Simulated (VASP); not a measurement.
```
HfC
1.0
    0.00000     2.31520     2.31520
    2.31520     0.00000     2.31520
    2.31520     2.31520     0.00000
Hf C
1 1
Cartesian
  0.00000   0.00000   0.00000
  2.31520   2.31520   2.31520
```

The numbers are results of rev-vdW-DF2, VASP's PBE PAW potentials (set 64) (plane waves; VASP), not measurements. Numerical set-up: 520 eV cut-off, Gaussian smearing of 0.050 eV, potentials Hf_pv C.

Unless said otherwise, spin-orbit coupling is left out, though it shifts the bands of the heavy elements here.

### Question
Predict the band gap (along the path) with the smallest direct gap where there is one.

### Answer

| Item | Result |
|---|---|
| band gap (along the path) | none (metal, semimetal or under 0.01 eV) |

Only differences to runs with the same potentials and settings are physical.

The compound is HfC in the rock salt structure. It was relaxed first.
